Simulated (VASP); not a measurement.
Here is the system:

```yaml
crystal:
  lattice:
    - [0.00000, 2.03038, 2.03038]
    - [2.03038, 0.00000, 2.03038]
    - [2.03038, 2.03038, 0.00000]
  atoms:
    - { symbol: Ag, position: [0.00000, 0.00000, 0.00000] }
```

Level of theory: PBE GGA, VASP's PBE PAW potentials (set 64) (plane waves; VASP). Numerical set-up: 520 eV cut-off, 15×15×15 Γ-centred mesh, first-order Methfessel-Paxton smearing of 0.10 eV, potentials Ag.

Task: Estimate the energy per atom (σ→0), pressure, band gap (on the k-mesh) with the smallest direct gap where there is one.

Result: 
* **band gap (on the k-mesh)**: none (metal, semimetal or under 0.01 eV)
* **energy per atom (σ→0)**: -2692 meV/atom
* **pressure**: 6.68 GPa

Only differences to runs with the same potentials and settings are physical.

The compound is Ag in the fcc structure. This cell is one point of a volume scan, at 0.94 of the reference volume.
